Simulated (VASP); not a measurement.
# GaGe (F-43m) in VASP: a series of runs

One crystal, GaGe, is run at these levels: r2SCAN; tasks: single point.

Program: VASP 6.6.1. These are calculated values, not measurements. Logs are shortened: lines on timing, memory, paths and dates and some standing lists are left out, and cuts for length are marked.

## 1. The structure

It takes space group F-43m (No. 216, cubic). The conventional cell has a = 5.796 Å, b = 5.796 Å, c = 5.796 Å, α = 90.00°, β = 90.00°, γ = 90.00°. Around Ge (site symmetry -43m) lie 4 Ga at 2.51 Å. Ga (site symmetry -43m) is surrounded by 4 Ge at 2.51 Å.

The cell comes from a database or a generator and needn't be the stable form of this composition.

## 2. Single point, r2SCAN

Contents of INCAR:

```
PREC     = Accurate       # precision mode
ENCUT    = 450            # plane-wave cutoff, eV
EDIFF    = 1E-6           # SCF threshold, eV
ISMEAR   = 0              # smearing method
SIGMA    = 0.01           # smearing width, eV
LREAL    = F              # projectors in reciprocal space
LASPH    = T              # aspherical terms in the spheres
NELM     = 100            # most SCF steps
ALGO     = Normal         # electronic algorithm
ISIF     = 2              # what is computed and relaxed
LWAVE    = F              # write WAVECAR
LCHARG   = F              # write CHGCAR
METAGGA  = R2SCAN         # meta-GGA
LMIXTAU  = T            
ADDGRID  = F
```

Contents of KPOINTS:

```
Automatic mesh
0
Gamma
  4 4 4
```

Contents of POSCAR:

```
GaGe
1.0
    0.0000000000      2.8978440000      2.8978440000
    2.8978440000      0.0000000000      2.8978440000
    2.8978440000      2.8978440000      0.0000000000
Ge Ga
1 1
Direct
    0.0000000000      0.0000000000      0.0000000000
    0.2500000000      0.2500000000      0.2500000000
```

Potentials or basis: VASP PAW PBE potentials, release 64 (Ge, Ga).

Run with:

```sh
$ cat potpaw_PBE.64/Ge/POTCAR potpaw_PBE.64/Ga/POTCAR > POTCAR
$ mpirun -np 1 vasp_std > vasp.out
```

OUTCAR:

```text
PREC = Accurate
   ENCUT = 450
   EDIFF = 1E-6
   ISMEAR = 0
   LREAL = F
   LASPH = T
   NELM = 100
   ISIF = 2
   METAGGA = R2SCAN

 Found      8 irreducible k-points:

 Following reciprocal coordinates:
            Coordinates               Weight
  0.000000  0.000000  0.000000      1.000000
  0.250000  0.000000  0.000000      8.000000
  0.500000  0.000000  0.000000      4.000000
  0.250000  0.250000  0.000000      6.000000
  0.500000  0.250000  0.000000     24.000000
 -0.250000  0.250000  0.000000     12.000000
   k-points           NKPTS =      8   k-points in BZ     NKDIM =      8   number of bands    NBANDS=      7
   number of dos      NEDOS =    301   number of ions     NIONS =      2
   total plane-waves  NPLWV =  21952
   dimension x,y,z NGX =    28 NGY =   28 NGZ =   28
   dimension x,y,z NGXF=    56 NGYF=   56 NGZF=   56
   ions per type =               1   1
   NGX,Y,Z   is equivalent  to a cutoff of  11.36, 11.36, 11.36 a.u.
   NGXF,Y,Z  is equivalent  to a cutoff of  22.72, 22.72, 22.72 a.u.
 SYSTEM =  unknown system
   PREC   = accura    normal or accurate (medium, high low for compatibility)
   ISTART =      0    job   : 0-new  1-cont  2-samecut
   ICHARG =      2    charge: 1-file 2-atom 10-const
   ISPIN  =      1    spin polarized calculation?
   LNONCOLLINEAR =      F non collinear calculations
   LSORBIT =      F    spin-orbit coupling
   LASPH  =      T    aspherical Exc in radial PAW
   ENCUT  =  450.0 eV  33.07 Ry    5.75 a.u.   7.09  7.09  7.09*2*pi/ulx,y,z
   NELM   =    100;   NELMIN=  2; NELMDL= -5     # of ELM steps
   EDIFF  = 0.1E-05   stopping-criterion for ELM
   LREAL  =      F    real-space projection
   EDIFFG = 0.1E-04   stopping-criterion for IOM
   NSW    =      0    number of steps for IOM
   IBRION =     -1    ionic relax: 0-MD 1-quasi-New 2-CG
   NFREE  =      0    steps in history (QN), initial steepest desc. (CG)
   ISIF   =      2    stress and relaxation
   ISYM   =      2    0-nonsym 1-usesym 2-fastsym
   POTIM  = 0.5000    time-step for ionic-motion
   TEBEG  =    0.0;   TEEND  =   0.0 temperature during run
   PSTRESS=    0.0 pullay stress
   NELECT =       7.0000    total number of electrons
   NUPDOWN=      -1.0000    fix difference up-down
   EMIN   =  10.00;   EMAX   =-10.00  energy-range for DOS
   EFERMI =   0.00;   METHOD = LEGACY
   ISMEAR =     0;   SIGMA  =   0.01  broadening in eV -4-tet -1-fermi 0-gaus
   EFERMI_NEDOS =   21; number of points for ismear=-14 and -15
   IALGO  =     38    algorithm
   IMIX   =      4    mixing-type and parameters
     AMIX     =   0.40;   BMIX     =  1.00
     AMIX_MAG =   1.60;   BMIX_MAG =  1.00
  volume/ion in A,a.u.               =      24.33       164.22
  Fermi-wavevector in a.u.,A,eV,Ry     =   0.857740  1.620894 10.010058  0.735719
  Thomas-Fermi vector in A             =   1.974840
   LORBIT       =      0    0 simple, 1 ext, 2 COOP (PROOUT), +10 PAW based schemes
   METAGGA = R2SCAN    functional components
   LHFCALC =     F    Hartree Fock is set to
   AEXX    =    0.0000 exact exchange contribution
   IVDW    =     0    specifies the selected vdW correction
   LEPSILON=     F    determine dielectric tensor
   LRPA    =     F    only Hartree local field effects (RPA)
 non-spin polarized calculation
 Gauss-broadening in eV      SIGMA  =   0.01
  energy-cutoff  :      450.00
  volume of cell :       48.67
 maximum number of plane-waves:      1067
   NGX = 15   NGY = 15   NGZ = 15

 number of electron       7.0000000 magnetization

 Free energy of the ion-electron system (eV)
  ---------------------------------------------------
  ext. energy  EPLUGINS =         0.00000000
  ---------------------------------------------------
  free energy    TOTEN  =       -24.93124148 eV

  energy without entropy =      -24.93020679  energy(sigma->0) =      -24.93072413

 E-fermi :   1.4568     XC(G=0):  -9.1411

 val. band max:        1.4553180447   @ k =  -0.2500   0.2500   0.0000
 cond. band min:       1.5561910626   @ k =   0.5000   0.0000   0.0000
 fundamental gap:      0.1008730180
 Fermi energy:         1.4568059981

 k-point     1 :       0.0000    0.0000    0.0000
  band No.  band energies     occupation
      1      -9.7898      2.00000
      2       2.9286      0.00000
      3       2.9286      0.00000
      4       2.9286      0.00000
      5       3.7853      0.00000
      6       5.8068      0.00000
      7       5.8068      0.00000

 k-point     2 :       0.2500    0.0000    0.0000
  band No.  band energies     occupation
      1      -9.0618      2.00000
      2      -1.5158      2.00000
      3       2.0780      0.00000
      4       2.0780      0.00000
      5       4.1040      0.00000
      6       6.8237      0.00000
      7       6.8237      0.00000

 k-point     3 :       0.5000    0.0000    0.0000
  band No.  band energies     occupation
      1      -7.7854      2.00000
      2      -4.3605      2.00000
      3       1.5562      0.00000
      4       1.5562      0.00000
      5       3.6267      0.00000
      6       6.8490      0.00000
      7       6.8490      0.00000

 k-point     4 :       0.2500    0.2500    0.0000
  band No.  band energies     occupation
      1      -8.8018      2.00000
      2      -1.3801      2.00000
      3       0.9107      2.00000
      4       0.9107      2.00000
      5       4.1836      0.00000
      6       5.9255      0.00000
      7       9.0731      0.00000

 k-point     5 :       0.5000    0.2500    0.0000
  band No.  band energies     occupation
      1      -7.4210      2.00000
      2      -3.9862      2.00000
      3      -0.7632      2.00000
      4       0.5408      2.00000
      5       4.5626      0.00000
      6       7.3641      0.00000
      7       8.6240      0.00000

 k-point     6 :      -0.2500    0.2500    0.0000
  band No.  band energies     occupation
      1      -7.9693      2.00000
      2      -3.1932      2.00000
      3      -0.9227      2.00000
      4       1.4553      1.16667
      5       5.2211      0.00000
      6       7.9729      0.00000
      7       8.2526      0.00000

 [... further k-points ...]

------------------------ aborting loop because EDIFF is reached ----------------------------------------

  FORCE on cell =-STRESS in cart. coord.  units (eV):
  Direction    XX          YY          ZZ          XY          YZ          ZX
  --------------------------------------------------------------------------------------
  -------------------------------------------------------------------------------------
  Total       -0.8023628     -0.8023628     -0.8023628      0.0000000      0.0000000      0.0000000
  in kB      -26.4135262    -26.4135262    -26.4135262      0.0000000      0.0000000      0.0000000
  external PRESSURE =     -26.4135262 kB  Pullay stress =       0.0000000 kB

 VOLUME and BASIS-vectors are now :
 -----------------------------------------------------------------------------
  energy-cutoff  :      450.00
  volume of cell :       48.67
      direct lattice vectors                 reciprocal lattice vectors
     0.000000000  2.897844000  2.897844000    -0.172542069  0.172542069  0.172542069
     2.897844000  0.000000000  2.897844000     0.172542069 -0.172542069  0.172542069
     2.897844000  2.897844000  0.000000000     0.172542069  0.172542069 -0.172542069

 POSITION                                       TOTAL-FORCE (eV/Angst)
 -----------------------------------------------------------------------------------
      0.00000      0.00000      0.00000         0.000000      0.000000     -0.000000
      1.44892      1.44892      1.44892        -0.000000     -0.000000      0.000000
 -----------------------------------------------------------------------------------
    total drift:                                0.000000      0.000000      0.000000

  FREE ENERGIE OF THE ION-ELECTRON SYSTEM (eV)
  ---------------------------------------------------
  free  energy   TOTEN  =       -24.9312414771 eV

  energy  without entropy=      -24.9302067853  energy(sigma->0) =      -24.93072413
```

Run time: 32 s. Hardware: 1 thread of AMD EPYC 7R43 (Zen 3), shared host; peak memory 0.12 GiB.

These settings aren't checked as converged: the numbers below hold their error.

Results:

| Item | Value |
| --- | --- |
| Free energy | -24.9312 eV |
| Pressure | -2.6 GPa |
| Band gap on the k mesh | none (metal or under the smearing width) |

Caveat: the k mesh is coarse (spacing up to 0.47 Å⁻¹), so the values aren't converged; the PAW data sets were made with another functional, which shifts forces and pressure a little.

## 3. Single point, r2SCAN

Edit INCAR of step 2 so:

```diff
@@ -1,2 +1,2 @@
-PREC     = Accurate       # precision mode
+PREC     = Low            # precision mode
 ENCUT    = 450            # plane-wave cutoff, eV
@@ -4,3 +4,3 @@
 ISMEAR   = 0              # smearing method
-SIGMA    = 0.01           # smearing width, eV
+SIGMA    = 0.05           # smearing width, eV
 LREAL    = F              # projectors in reciprocal space
```

KPOINTS is that of step 2.

POSCAR is that of step 2.

Potentials or basis: VASP PAW PBE potentials, release 64 (Ge, Ga).

Run with:

```sh
$ cat potpaw_PBE.64/Ge/POTCAR potpaw_PBE.64/Ga/POTCAR > POTCAR
$ mpirun -np 1 vasp_std > vasp.out
```

OUTCAR:

```text
PREC = Low
   ENCUT = 450
   EDIFF = 1E-6
   ISMEAR = 0
   LREAL = F
   LASPH = T
   NELM = 100
   ISIF = 2
   METAGGA = R2SCAN

 Found      8 irreducible k-points:

 Following reciprocal coordinates:
            Coordinates               Weight
  0.000000  0.000000  0.000000      1.000000
  0.250000  0.000000  0.000000      8.000000
  0.500000  0.000000  0.000000      4.000000
  0.250000  0.250000  0.000000      6.000000
  0.500000  0.250000  0.000000     24.000000
 -0.250000  0.250000  0.000000     12.000000
   k-points           NKPTS =      8   k-points in BZ     NKDIM =      8   number of bands    NBANDS=      7
   number of dos      NEDOS =    301   number of ions     NIONS =      2
   total plane-waves  NPLWV =  13824
   dimension x,y,z NGX =    24 NGY =   24 NGZ =   24
   dimension x,y,z NGXF=    24 NGYF=   24 NGZF=   24
   ions per type =               1   1
   NGX,Y,Z   is equivalent  to a cutoff of   9.74,  9.74,  9.74 a.u.
   NGXF,Y,Z  is equivalent  to a cutoff of   9.74,  9.74,  9.74 a.u.
 SYSTEM =  unknown system
   PREC   = low       normal or accurate (medium, high low for compatibility)
   ISTART =      0    job   : 0-new  1-cont  2-samecut
   ICHARG =      2    charge: 1-file 2-atom 10-const
   ISPIN  =      1    spin polarized calculation?
   LNONCOLLINEAR =      F non collinear calculations
   LSORBIT =      F    spin-orbit coupling
   LASPH  =      T    aspherical Exc in radial PAW
   ENCUT  =  450.0 eV  33.07 Ry    5.75 a.u.   7.09  7.09  7.09*2*pi/ulx,y,z
   NELM   =    100;   NELMIN=  2; NELMDL= -5     # of ELM steps
   EDIFF  = 0.1E-05   stopping-criterion for ELM
   LREAL  =      F    real-space projection
   EDIFFG = 0.1E-04   stopping-criterion for IOM
   NSW    =      0    number of steps for IOM
   IBRION =     -1    ionic relax: 0-MD 1-quasi-New 2-CG
   NFREE  =      0    steps in history (QN), initial steepest desc. (CG)
   ISIF   =      2    stress and relaxation
   ISYM   =      2    0-nonsym 1-usesym 2-fastsym
   POTIM  = 0.5000    time-step for ionic-motion
   TEBEG  =    0.0;   TEEND  =   0.0 temperature during run
   PSTRESS=    0.0 pullay stress
   NELECT =       7.0000    total number of electrons
   NUPDOWN=      -1.0000    fix difference up-down
   EMIN   =  10.00;   EMAX   =-10.00  energy-range for DOS
   EFERMI =   0.00;   METHOD = LEGACY
   ISMEAR =     0;   SIGMA  =   0.05  broadening in eV -4-tet -1-fermi 0-gaus
   EFERMI_NEDOS =   21; number of points for ismear=-14 and -15
   IALGO  =     38    algorithm
   IMIX   =      4    mixing-type and parameters
     AMIX     =   0.40;   BMIX     =  1.00
     AMIX_MAG =   1.60;   BMIX_MAG =  1.00
  volume/ion in A,a.u.               =      24.33       164.22
  Fermi-wavevector in a.u.,A,eV,Ry     =   0.857740  1.620894 10.010058  0.735719
  Thomas-Fermi vector in A             =   1.974840
   LORBIT       =      0    0 simple, 1 ext, 2 COOP (PROOUT), +10 PAW based schemes
   METAGGA = R2SCAN    functional components
   LHFCALC =     F    Hartree Fock is set to
   AEXX    =    0.0000 exact exchange contribution
   IVDW    =     0    specifies the selected vdW correction
   LEPSILON=     F    determine dielectric tensor
   LRPA    =     F    only Hartree local field effects (RPA)
 non-spin polarized calculation
 Gauss-broadening in eV      SIGMA  =   0.05
  energy-cutoff  :      450.00
  volume of cell :       48.67
 maximum number of plane-waves:      1067
   NGX = 15   NGY = 15   NGZ = 15

 number of electron       6.9999961 magnetization

 Free energy of the ion-electron system (eV)
  ---------------------------------------------------
  ext. energy  EPLUGINS =         0.00000000
  ---------------------------------------------------
  free energy    TOTEN  =       -24.93525158 eV

  energy without entropy =      -24.92996539  energy(sigma->0) =      -24.93260848

 E-fermi :   1.4626     XC(G=0):  -9.1411

 val. band max:        1.4553587877   @ k =  -0.2500   0.2500   0.0000
 cond. band min:       1.5562310349   @ k =   0.5000   0.0000   0.0000
 fundamental gap:      0.1008722472
 Fermi energy:         1.4625554260

 k-point     1 :       0.0000    0.0000    0.0000
  band No.  band energies     occupation
      1      -9.7898      2.00000
      2       2.9287      0.00000
      3       2.9287      0.00000
      4       2.9287      0.00000
      5       3.7853      0.00000
      6       5.8067      0.00000
      7       5.8068      0.00000

 k-point     2 :       0.2500    0.0000    0.0000
  band No.  band energies     occupation
      1      -9.0618      2.00000
      2      -1.5158      2.00000
      3       2.0781      0.00000
      4       2.0781      0.00000
      5       4.1040      0.00000
      6       6.8237      0.00000
      7       6.8238      0.00000

 k-point     3 :       0.5000    0.0000    0.0000
  band No.  band energies     occupation
      1      -7.7853      2.00000
      2      -4.3605      2.00000
      3       1.5562      0.00806
      4       1.5562      0.00805
      5       3.6267      0.00000
      6       6.8489      0.00000
      7       6.8490      0.00000

 k-point     4 :       0.2500    0.2500    0.0000
  band No.  band energies     occupation
      1      -8.8018      2.00000
      2      -1.3800      2.00000
      3       0.9107      2.00000
      4       0.9107      2.00000
      5       4.1836      0.00000
      6       5.9255      0.00000
      7       9.0731      0.00000

 k-point     5 :       0.5000    0.2500    0.0000
  band No.  band energies     occupation
      1      -7.4210      2.00000
      2      -3.9862      2.00000
      3      -0.7632      2.00000
      4       0.5408      2.00000
      5       4.5626      0.00000
      6       7.3641      0.00000
      7       8.6240      0.00000

 k-point     6 :      -0.2500    0.2500    0.0000
  band No.  band energies     occupation
      1      -7.9692      2.00000
      2      -3.1931      2.00000
      3      -0.9226      2.00000
      4       1.4554      1.16130
      5       5.2211      0.00000
      6       7.9729      0.00000
      7       8.2526      0.00000

 [... further k-points ...]

------------------------ aborting loop because EDIFF is reached ----------------------------------------

  FORCE on cell =-STRESS in cart. coord.  units (eV):
  Direction    XX          YY          ZZ          XY          YZ          ZX
  --------------------------------------------------------------------------------------
  -------------------------------------------------------------------------------------
  Total       -0.8028738     -0.8028738     -0.8028738      0.0000000      0.0000000     -0.0000000
  in kB      -26.4303480    -26.4303480    -26.4303480      0.0000000      0.0000000     -0.0000000
  external PRESSURE =     -26.4303480 kB  Pullay stress =       0.0000000 kB

 VOLUME and BASIS-vectors are now :
 -----------------------------------------------------------------------------
  energy-cutoff  :      450.00
  volume of cell :       48.67
      direct lattice vectors                 reciprocal lattice vectors
     0.000000000  2.897844000  2.897844000    -0.172542069  0.172542069  0.172542069
     2.897844000  0.000000000  2.897844000     0.172542069 -0.172542069  0.172542069
     2.897844000  2.897844000  0.000000000     0.172542069  0.172542069 -0.172542069

 POSITION                                       TOTAL-FORCE (eV/Angst)
 -----------------------------------------------------------------------------------
      0.00000      0.00000      0.00000        -0.000000     -0.000000     -0.000000
      1.44892      1.44892      1.44892         0.000000      0.000000      0.000000
 -----------------------------------------------------------------------------------
    total drift:                                0.000040      0.000040      0.000041

  FREE ENERGIE OF THE ION-ELECTRON SYSTEM (eV)
  ---------------------------------------------------
  free  energy   TOTEN  =       -24.9352515823 eV

  energy  without entropy=      -24.9299653860  energy(sigma->0) =      -24.93260848
```

Wall time 28 s (1 thread of AMD EPYC 7R43 (Zen 3), shared host); peak memory 0.08 GiB.

The run converged, but some of its settings lie outside the range that counts as converged, so its numbers aren't taken as properties of the crystal.

What came out:

| Property | Result |
| --- | --- |
| Free energy | -24.9353 eV |
| Pressure | -2.6 GPa |
| Band gap on the k mesh | none (metal or under the smearing width) |

Caveat: the k mesh is coarse (spacing up to 0.47 Å⁻¹), so the values aren't converged; the PAW data sets were made with another functional, which shifts forces and pressure a little.

(Continued in part 2 of 2.)
